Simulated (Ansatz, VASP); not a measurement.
# DyCoSi2: VASP beside Ansatz, part 2 of 2

Aim: how closely do two programs agree when they are given the same cell, functional and k mesh?

VASP 6.6.1 and Ansatz 0.2.0.

So far. Step 2 (Ansatz: single point, PBEsol, DFT+U): The run ends at a pressure of -0.75 GPa, with forces up to 3.1 eV/Å.

In doubt: a part-filled 4f shell, where there is one, can sit in one of many states, so energies may not be the lowest and differences between runs may mislead; derivatives with an open 4f shell can jump between states, which bears on forces and vibrations.

### Step 3. VASP: single point, PBEsol, DFT+U

Level of this step: PBEsol, DFT+U (Co d 1 eV, Dy f 1 eV), spin-polarised from an antiferromagnetic start; plane waves and PAW (Dy, Co, Si) (VASP).

The same cell, functional, mesh and smearing now go to VASP, with its own data sets and cutoff.

Lines of VASP's logs that name or quote its potential files are left out, and so is its time.

INCAR reads:

```
SYSTEM = DyCoSi2
PREC = Normal
ENCUT = 410
EDIFF = 1E-06
NELM = 150
ISMEAR = 0
SIGMA = 0.05
LREAL = .FALSE.
ALGO = Normal
GGA = PS
NBANDS = 53
ISPIN = 2
MAGMOM = 5 -5 2 -2 0 0 0 0
LDAU = .TRUE.
LDAUTYPE = 2
LDAUL = 3 2 -1
LDAUU = 1 1 0
LDAUJ = 0 0 0
LDAUPRINT = 1
LASPH = .TRUE.
LMAXMIX = 6
AMIX = 0.2
BMIX = 1E-04
AMIX_MAG = 0.8
BMIX_MAG = 1E-04
LORBIT = 11
LWAVE = .FALSE.
LCHARG = .FALSE.
KPAR = 2
NEDOS = 1200
```

POSCAR reads:

```
DyCoSi2
1.0
    1.9940000000     -8.1125000000      0.0000000000
    1.9940000000      8.1125000000      0.0000000000
    0.0000000000      0.0000000000      3.9420000000
Dy Co Si
2 2 4
Direct
    0.1020000000      0.8980000000      0.2500000000
    0.8980000000      0.1020000000      0.7500000000
    0.6600000000      0.3400000000      0.7500000000
    0.3400000000      0.6600000000      0.2500000000
    0.2520000000      0.7480000000      0.7500000000
    0.7480000000      0.2520000000      0.2500000000
    0.4730000000      0.5270000000      0.2500000000
    0.5270000000      0.4730000000      0.7500000000
```

KPOINTS reads:

```
Automatic mesh
0
Gamma
5 5 4
0 0 0
```

Potentials, in the order of the species: Dy, Co and Si (PBE family, release 64).

The run is started by

```
$ mpirun -np 2 vasp_std
```

Numbers of over 12 decimals in the logs are rounded to 6 here.

Output:

```text
[banner, memory and clock lines left out]
running    2 mpi-ranks, on    1 nodes
 distrk:  each k-point on    1 cores,    2 groups
 distr:  one band on    1 cores,    1 groups

 POSCAR found type information on POSCAR DyCoSi
 POSCAR found :  3 types and       8 ions
|                                                                             |
|               ----> ADVICE to this user running VASP <----                  |
|                                                                             |
|     You enforced a specific xc type in the INCAR file but a different       |
|     [... a line on the potential file left out ...]
|     I HOPE YOU KNOW WHAT YOU ARE DOING!                                     |
|                                                                             |

 LDA part: xc-table for (Slater+PW92), standard interpolation
 POSCAR, INCAR and KPOINTS ok, starting setup
 FFT: planning ... GRIDC
 FFT: planning ... GRID_SOFT
 FFT: planning ... GRID
 WAVECAR not read
 entering main loop
       N       E                     dE             d eps       ncg     rms          rms(c)
DAV:   1     0.504179723502E+03    0.50418E+03   -0.21892E+04  8814   0.505E+03
DAV:   2     0.765363771197E+02   -0.42764E+03   -0.38433E+03  7612   0.625E+02
DAV:   3    -0.401184200412E+02   -0.11665E+03   -0.10615E+03  7115   0.207E+02
DAV:   4    -0.569249508460E+02   -0.16807E+02   -0.16274E+02  9900   0.803E+01
DAV:   5    -0.606846304726E+02   -0.37597E+01   -0.37319E+01 11104   0.319E+01    0.638E+01
DAV:   6    -0.101121288650E+03   -0.40437E+02   -0.24965E+02  7432   0.530E+02    0.379E+02
DAV:   7    -0.107892083858E+03   -0.67708E+01   -0.24564E+01  9048   0.282E+01    0.380E+02
DAV:   8    -0.109420021873E+03   -0.15279E+01   -0.20880E+00 10776   0.833E+00    0.359E+02
DAV:   9    -0.106648805173E+03    0.27712E+01   -0.47904E-01 10824   0.670E+00    0.335E+02
DAV:  10    -0.595637897820E+02    0.47085E+02   -0.56358E+01  8008   0.190E+02    0.130E+02
DAV:  11    -0.605024608413E+02   -0.93867E+00   -0.13138E+01 10454   0.171E+01    0.658E+01
DAV:  12    -0.572282293499E+02    0.32742E+01   -0.32230E+00  8728   0.653E+01    0.521E+01
DAV:  13    -0.563346590308E+02    0.89357E+00   -0.71140E+00 10544   0.677E+01    0.352E+01
DAV:  14    -0.567571498674E+02   -0.42249E+00   -0.24869E+00 10240   0.327E+01    0.338E+01
[...]
DAV:  72    -0.572199704465E+02   -0.17767E-03   -0.22937E-04 11328   0.595E-01    0.530E-01
DAV:  73    -0.572203402841E+02   -0.36984E-03   -0.34472E-03  7992   0.286E+00    0.252E-01
DAV:  74    -0.572204745750E+02   -0.13429E-03   -0.11269E-03 11336   0.920E-01    0.198E-01
DAV:  75    -0.572205406043E+02   -0.66029E-04   -0.40023E-04 11448   0.547E-01    0.302E-01
DAV:  76    -0.572205651029E+02   -0.24499E-04   -0.16256E-04 11424   0.122E-01    0.267E-01
DAV:  77    -0.572205692246E+02   -0.41217E-05   -0.37163E-05 11064   0.384E-02    0.280E-01
DAV:  78    -0.572205703631E+02   -0.11384E-05   -0.11059E-06  4488   0.365E-02    0.283E-01
DAV:  79    -0.572205705344E+02   -0.17139E-06   -0.31683E-06  7192   0.131E-02
   1 F= -.57220571E+02 E0= -.57216283E+02  d E =-.857491E-02  mag=     0.0000
```

Parts of OUTCAR (step 3):

```text
ion  position               nearest neighbor table
   1  0.102  0.898  0.250-   7 2.89   7 2.89   3 2.96   3 2.96   3 2.96   3 2.96   8 3.06   8 3.06
                             8 3.06   8 3.06   6 3.10   6 3.10   5 3.13   5 3.13
   2  0.898  0.102  0.750-   8 2.89   8 2.89   4 2.96   4 2.96   4 2.96   4 2.96   7 3.06   7 3.06
                             7 3.06   7 3.06   5 3.10   5 3.10   6 3.13   6 3.13
   3  0.660  0.340  0.750-   8 2.16   6 2.43   6 2.43   5 2.49   5 2.49   1 2.96   1 2.96   1 2.96
                             1 2.96
   4  0.340  0.660  0.250-   7 2.16   5 2.43   5 2.43   6 2.49   6 2.49   2 2.96   2 2.96   2 2.96
                             2 2.96
   5  0.252  0.748  0.750-   4 2.43   4 2.43   3 2.49   3 2.49   6 2.80   6 2.80   6 2.80   6 2.80
                             2 3.10   2 3.10   1 3.13   1 3.13
   6  0.748  0.252  0.250-   3 2.43   3 2.43   4 2.49   4 2.49   5 2.80   5 2.80   5 2.80   5 2.80
                             1 3.10   1 3.10   2 3.13   2 3.13
   7  0.473  0.527  0.250-   8 2.16   8 2.16   4 2.16   1 2.89   1 2.89   2 3.06   2 3.06   2 3.06
                             2 3.06
   8  0.527  0.473  0.750-   7 2.16   7 2.16   3 2.16   2 2.89   2 2.89   1 3.06   1 3.06   1 3.06
                             1 3.06

  LATTYP: Found a base centered orthorhombic cell.
 ALAT       =     3.9880000000
 B/A-ratio  =     4.0684553661
 C/A-ratio  =     0.9884653962

 Subroutine GETGRP returns: Found  8 space group operations
 (whereof  4 operations were pure point group operations)

The static configuration has the point symmetry C_2h.
 The point group associated with its full space group is D_2h.

 Found     27 irreducible k-points:

   k-points           NKPTS =     27   k-points in BZ     NKDIM =     27   number of bands    NBANDS=     53

   dimension x,y,z NGX =    42 NGY =   42 NGZ =   20
   dimension x,y,z NGXF=    84 NGYF=   84 NGZF=   40

   ENCUT  =  410.0 eV  30.13 Ry    5.49 a.u.  13.79 13.79  6.51*2*pi/ulx,y,z

   NELECT =      74.0000    total number of electrons

 k-points in reciprocal lattice and weights: Automatic mesh
   0.00000000  0.00000000  0.00000000       0.010
   0.20000000  0.00000000  0.00000000       0.040
   0.40000000 -0.00000000  0.00000000       0.040
   0.20000000  0.20000000  0.00000000       0.020
   0.40000000  0.20000000  0.00000000       0.040
  -0.40000000  0.20000000  0.00000000       0.040
  -0.20000000  0.20000000  0.00000000       0.020
   0.40000000  0.40000000  0.00000000       0.020
  -0.40000000  0.40000000  0.00000000       0.020
[...]
0.40000000  0.40000000  0.50000000       0.020
  -0.40000000  0.40000000  0.50000000       0.020

atom =   1  type =  1  l = 3

 onsite density matrix

spin component  1

  0.9931  0.0000  0.0012 -0.0000 -0.0000 -0.0000 -0.0000
  0.0000  0.9941  0.0000 -0.0000 -0.0000  0.0000 -0.0000
  0.0012  0.0000  0.9925 -0.0000  0.0000 -0.0000 -0.0000
 -0.0000 -0.0000 -0.0000  0.9940  0.0000  0.0000 -0.0000
 -0.0000 -0.0000  0.0000  0.0000  0.9930  0.0000 -0.0013
 -0.0000  0.0000 -0.0000  0.0000  0.0000  0.9960 -0.0000
 -0.0000 -0.0000 -0.0000 -0.0000 -0.0013 -0.0000  0.9938

spin component  2

  0.2857 -0.0000 -0.4222  0.0000 -0.0000 -0.0000  0.0000
 -0.0000  0.0185 -0.0000 -0.0000 -0.0000 -0.0000 -0.0000
 -0.4222 -0.0000  0.7007 -0.0000  0.0000 -0.0000 -0.0000
  0.0000 -0.0000 -0.0000  0.0208  0.0000 -0.0376  0.0000
 -0.0000 -0.0000  0.0000  0.0000  0.5684  0.0000  0.4625
 -0.0000 -0.0000 -0.0000 -0.0376  0.0000  0.1753 -0.0000
  0.0000 -0.0000 -0.0000  0.0000  0.4625 -0.0000  0.4183

 occupancies and eigenvectors

  o =  0.0121  v =  0.0000  0.0000  0.0000  0.0000  0.0000  0.0000  0.0000  0.0000 -0.0000  0.0000 -0.9744 -0.0000 -0.2249  0.0000      0.0000  0.0000  0.0000  0.0000  0.0000  0.0000  0.0000  0.0000  0.0000  0.0000  0.0000  0.0000  0.0000  0.0000
  o =  0.0185  v =  0.0000  0.0000  0.0000  0.0000  0.0000  0.0000  0.0000  0.0000 -1.0000  0.0000  0.0000  0.0000  0.0000 -0.0000      0.0000  0.0000  0.0000  0.0000  0.0000  0.0000  0.0000  0.0000  0.0000  0.0000  0.0000  0.0000  0.0000  0.0000
[...]
o =  0.7556  v =  1.0000  0.0000  0.0000  0.0000  0.0000  0.0000  0.0000  0.0000  0.0000  0.0000      0.0000  0.0000  0.0000  0.0000  0.0000  0.0000  0.0000  0.0000  0.0000  0.0000
  o =  0.7623  v =  0.0000 -1.0000  0.0000  0.0000  0.0000  0.0000  0.0000  0.0000  0.0000  0.0000      0.0000  0.0000  0.0000  0.0000  0.0000  0.0000  0.0000  0.0000  0.0000  0.0000
  o =  0.7731  v =  0.0000  0.0000  0.0000  0.0000  0.0000  1.0000  0.0000  0.0000  0.0000  0.0000      0.0000  0.0000  0.0000  0.0000  0.0000  0.0000  0.0000  0.0000  0.0000  0.0000
  o =  0.7790  v =  0.0000  0.0000  0.0000  0.0000  0.0000  0.0000 -1.0000  0.0000  0.0000  0.0000      0.0000  0.0000  0.0000  0.0000  0.0000  0.0000  0.0000  0.0000  0.0000  0.0000
  o =  0.7945  v =  0.0000  0.0000  0.0000  1.0000  0.0000  0.0000  0.0000  0.0000  0.0000  0.0000      0.0000  0.0000  0.0000  0.0000  0.0000  0.0000  0.0000  0.0000  0.0000  0.0000
  o =  0.7946  v =  0.0000  0.0000  0.0000  0.0000  0.0000  0.0000 -0.0000 -0.0000 -1.0000 -0.0000      0.0000  0.0000  0.0000  0.0000  0.0000  0.0000  0.0000  0.0000  0.0000  0.0000

 average (electrostatic) potential at core
       1 -34.9887       2 -34.9887       3 -80.2468       4 -80.2468       5 -81.8888
       6 -81.8888       7 -81.2407       8 -81.2407

 E-fermi :   7.2036

 spin component 1
 k-point     1 :       0.0000    0.0000    0.0000
  band No.  band energies     occupation
    ...
     33       6.4270      1.00000
     34       6.6642      1.00000
     35       6.8591      1.00000
     36       6.9742      1.00000
     37       7.1396      0.96489
     38       7.4576      0.00000
     39       7.7395      0.00000
     40       7.8707      0.00000
     41       8.0028      0.00000
     42       8.1092      0.00000
    ...

 k-point     2 :       0.2000    0.0000    0.0000
  band No.  band energies     occupation
    ...
     32       6.1352      1.00000
     33       6.1660      1.00000
     34       6.5444      1.00000
     35       6.8506      1.00000
     36       7.1498      0.93593
     37       7.3863      0.00000
     38       7.4560      0.00000
     39       7.7777      0.00000
     40       7.8919      0.00000
     41       8.1036      0.00000
    ...

 k-point     3 :       0.4000   -0.0000    0.0000
  band No.  band energies     occupation
    ...
     32       6.2018      1.00000
     33       6.3299      1.00000
     34       6.5954      1.00000
     35       6.7666      1.00000
     36       6.9522      1.00000
     37       7.2139      0.38578
     38       7.3810      0.00000
     39       7.6041      0.00000
     40       7.8356      0.00000
     41       7.8797      0.00000
    ...

 k-point     4 :       0.2000    0.2000    0.0000
  band No.  band energies     occupation
    ...
     32       6.2100      1.00000
     33       6.3542      1.00000
     34       6.6997      1.00000
     35       6.7929      1.00000
     36       7.1351      0.97363
     37       7.2949      0.00490
     38       7.3561      0.00001
     39       7.6888      0.00000
     40       7.8024      0.00000
     41       7.8238      0.00000
    ...

 k-point     5 :       0.4000    0.2000    0.0000
  band No.  band energies     occupation
    ...
     33       6.3496      1.00000
     34       6.5108      1.00000
     35       6.5513      1.00000
     36       6.8869      1.00000
     37       6.9085      1.00000
     38       7.3411      0.00005
     39       7.7762      0.00000
     40       7.8323      0.00000
     41       8.1474      0.00000
     42       8.1811      0.00000
    ...

 k-point     6 :      -0.4000    0.2000    0.0000
  band No.  band energies     occupation
    ...
     32       6.1098      1.00000
     33       6.3817      1.00000
     34       6.6440      1.00000
     35       6.8446      1.00000
     36       6.9624      1.00000
     37       7.3672      0.00000
     38       7.6687      0.00000
     39       7.8177      0.00000
     40       8.0279      0.00000
     41       8.1865      0.00000
    ...

  Total       -5.6486912      1.5690113      1.6733545      0.0000000      0.0000000      0.0000000
  in kB      -70.9629952     19.7110692     21.0219042      0.0000000      0.0000000      0.0000000
  external PRESSURE =     -10.0766739 kB  Pullay stress =       0.0000000 kB

  energy-cutoff  :      410.00
  volume of cell :      127.53
      direct lattice vectors                 reciprocal lattice vectors
     1.994000000 -8.112500000  0.000000000     0.250752257 -0.061633282  0.000000000
     1.994000000  8.112500000  0.000000000     0.250752257  0.061633282  0.000000000
     0.000000000  0.000000000  3.942000000     0.000000000  0.000000000  0.253678336

 POSITION                                       TOTAL-FORCE (eV/Angst)
 -----------------------------------------------------------------------------------
      1.99400      6.45755      0.98550         0.000000     -0.975952      0.000000
      1.99400     -6.45755      2.95650         0.000000      0.975952      0.000000
      1.99400     -2.59600      2.95650         0.000000     -2.995572     -0.000000
      1.99400      2.59600      0.98550         0.000000      2.995572      0.000000
      1.99400      4.02380      2.95650         0.000000      0.216265     -0.000000
      1.99400     -4.02380      0.98550         0.000000     -0.216265     -0.000000
      1.99400      0.43808      0.98550         0.000000      2.800968     -0.000000
      1.99400     -0.43808      2.95650         0.000000     -2.800968     -0.000000
 -----------------------------------------------------------------------------------
    total drift:                                0.000000     -0.000000      0.000000

  FREE ENERGIE OF THE ION-ELECTRON SYSTEM (eV)
  ---------------------------------------------------
  free  energy   TOTEN  =       -57.2205705344 eV

  energy  without entropy=      -57.2119956261  energy(sigma->0) =      -57.21628308

 total charge
# of ion       s       p       d       f       tot
--------------------------------------------------
    1        2.097   5.843   0.667   9.136  17.742
    2        2.097   5.843   0.667   9.136  17.742
    3        0.489   0.493   7.514   0.000   8.496
    4        0.489   0.493   7.514   0.000   8.496
    5        0.740   0.824   0.000   0.000   1.564
    6        0.740   0.824   0.000   0.000   1.564
    7        0.772   1.033   0.000   0.000   1.805
    8        0.772   1.033   0.000   0.000   1.805
--------------------------------------------------
tot          8.197  16.385  16.361  18.271  59.215

 magnetization (x)
# of ion       s       p       d       f       tot
--------------------------------------------------
    1        0.006  -0.049   0.049   4.766   4.771
    2       -0.006   0.049  -0.049  -4.766  -4.771
    3       -0.002  -0.001   0.056   0.000   0.052
    4        0.002   0.001  -0.056   0.000  -0.052
    5        0.000   0.002   0.000   0.000   0.002
    6       -0.000  -0.002   0.000   0.000  -0.002
    7        0.000   0.003   0.000   0.000   0.004
    8       -0.000  -0.003   0.000   0.000  -0.004
--------------------------------------------------
tot          0.000   0.000   0.000   0.000   0.000

[... 1 further part left out ...]
```

The magnetic state follows from one typed start and may not be the lowest. DFT+U on an f shell has many metastable occupations, and no search among them was made. A U on the itinerant d states of such a compound is hard to justify; it moves the bands at the Fermi level and favours large moments.

### Step 4. Side by side

Known differences besides the potentials themselves: U acts on the PAW sphere in VASP and on atomic orbitals in Ansatz, so only states and trends compare; the data sets hold 90 valence electrons in Ansatz (default PAW (the set named soft_2) files) and 74 in VASP; the cutoff is 420 eV in Ansatz and 410 eV in VASP (PREC = Normal); Ansatz makes its cores anew for this functional, VASP keeps those of its PBE data sets; site moments are counted in spheres of each program's own size. Total energies have different zeros and are not compared.

The two programs side by side:

| quantity | Ansatz | VASP | difference |
| --- | --- | --- | --- |
| pressure (GPa) | -0.75 | -1.01 | +0.26 |
| pressure without Ansatz's Pulay correction (GPa) | -0.81 | -1.01 | +0.20 |
| moment on Dy1 (μB) | 4.84 | 4.77 | +0.07 |
| moment on Dy2 (μB) | -4.84 | -4.77 | -0.07 |
| moment on Co3 (μB) | 0.10 | 0.05 | +0.05 |
| moment on Co4 (μB) | -0.10 | -0.05 | -0.05 |

Forces (eV/Å; atoms numbered as in POSCAR):

| atom | Ansatz x, y, z | VASP x, y, z |
| --- | --- | --- |
| Dy1 | 0.000, -0.837, 0.000 | 0.000, -0.976, 0.000 |
| Dy2 | 0.000, 0.837, 0.000 | 0.000, 0.976, 0.000 |
| Co3 | 0.000, -3.056, 0.000 | 0.000, -2.996, 0.000 |
| Co4 | 0.000, 3.056, 0.000 | 0.000, 2.996, 0.000 |
| Si5 | 0.000, 0.309, 0.000 | 0.000, 0.216, 0.000 |
| Si6 | 0.000, -0.309, 0.000 | 0.000, -0.216, 0.000 |
| Si7 | 0.000, 2.792, 0.000 | 0.000, 2.801, 0.000 |
| Si8 | 0.000, -2.792, 0.000 | 0.000, -2.801, 0.000 |

The forces differ by 51 meV/Å r.m.s., which is 4.2 % of the r.m.s. force of 1.22 eV/Å (both taken over all components). VASP's last cycles still show a density residual of 3e-02, so its state may not be settled. Ansatz's pressure holds a Pulay correction of 0.06 GPa; VASP's holds none.

### Step 5. Summary of results

* r.m.s. force difference (single point, PBEsol, DFT+U): 4.2 % of the r.m.s. force

The r.m.s. force difference is 4.2 % of the r.m.s. force (single point, PBEsol, DFT+U). How closely two codes agree says nothing of how well the functional describes the real material.

[Lines on the potential files, build, host, timing and source positions are cut from VASP's logs without a mark.]

[Logs are printed without paths, hosts, clocks, repeated set-up lines and the standing remarks that a program may print on its own settings, such as how far it seeks lower states.]

[Hosts, paths, dates, database ids (printed as entryN), source tags and the programs' standing remarks are cut or masked in the printed files.]
